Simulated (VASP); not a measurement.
A convergence study with VASP on HfO₂ (space group no. 225 when undisturbed): a few settings are varied, all else stays as given below, so the limit is that of these other settings. One atom is moved off its site, so that forces are finite.

```
HfO2
1.0
    0.00000     2.53238     2.53238
    2.53238     0.00000     2.53238
    2.53238     2.53238     0.00000
Hf O
1 2
Direct
  0.00987   0.00987   0.99013
  0.25000   0.25000   0.25000
  0.75000   0.75000   0.75000
```

The numbers are results of PBE GGA, VASP's PBE PAW potentials (set 64) (plane waves; VASP), not measurements. The last row used: 400 eV cut-off, 15×15×15 Γ-centred mesh shifted by (0.5, 0.5, 0.5), Fermi-Dirac smearing of 0.020 eV, potentials Hf_pv O.

Unless said otherwise, spin-orbit coupling is left out, though it shifts the bands of the heavy elements here. Gaps are read on the run's mesh, which can miss a band edge.

| setting | E (eV/atom) | pressure (GPa) | largest force (eV/Å) | gap on the mesh (eV) | irreducible k-points |
|---|---|---|---|---|---|
| 2×2×2 mesh | -10.1211 | -4.89 | 0.301 | 5.696 | 3 |
| 3×3×3 mesh | -10.0927 | -4.86 | 0.270 | 4.845 | 10 |
| 4×4×4 mesh | -10.0925 | -4.70 | 0.266 | 4.444 | 20 |
| 5×5×5 mesh | -10.0925 | -4.69 | 0.266 | 4.235 | 39 |
| 6×6×6 mesh | -10.0922 | -4.71 | 0.266 | 4.114 | 63 |
| 7×7×7 mesh | -10.0919 | -4.74 | 0.266 | 4.040 | 100 |
| 8×8×8 mesh | -10.0922 | -4.71 | 0.266 | 3.988 | 144 |
| 9×9×9 mesh | -10.0921 | -4.71 | 0.266 | 3.953 | 205 |
| 10×10×10 mesh | -10.0920 | -4.73 | 0.266 | 3.928 | 275 |
| 11×11×11 mesh | -10.0922 | -4.71 | 0.266 | 3.909 | 366 |
| 12×12×12 mesh | -10.0921 | -4.71 | 0.266 | 3.896 | 468 |
| 13×13×13 mesh | -10.0920 | -4.72 | 0.266 | 3.885 | 595 |
| 15×15×15 mesh | -10.0922 | -4.71 | 0.266 | 3.868 | 904 |

Left out are rungs that failed or repeat a setting and relaxations that didn't move; long series are thinned to 24 rows.

The structure is a typed HfO2 crystal (space group no. 225). The cell was not relaxed at this level, it is distorted from the ideal structure.
